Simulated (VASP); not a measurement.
Input:

```
Mo
1.0
   -1.56505     1.56505     1.56505
    1.56505    -1.56505     1.56505
    1.56505     1.56505    -1.56505
Mo
1
Direct
  0.00000   0.00000   0.00000
```

Computed with PBEsol GGA, VASP's PBE PAW potentials (set 64) (plane waves; VASP). Settings: 480 eV cut-off, 16×16×16 Γ-centred mesh, first-order Methfessel-Paxton smearing of 0.10 eV, potentials Mo_sv.

Each relaxation starts from this cell; other phases were not tried.

Problem. The cell is relaxed at 10 GPa. What happens?

Solution. The volume per atom goes from 15.33 to 14.85 Å³ (-3.2 %), and the cell becomes a = b = c = 3.0968 Å, α = β = γ = 90.00°, space group Im-3m.

Problem. The cell is relaxed at 30 GPa. What happens?

Solution. The volume per atom goes from 15.33 to 14.04 Å³ (-8.4 %), and the cell becomes a = b = c = 3.0394 Å, α = β = γ = 90.00°, space group Im-3m.

Failed runs are left out, and for metals the shear rows, which the mesh's noise covers.

The compound is Mo in the bcc structure.
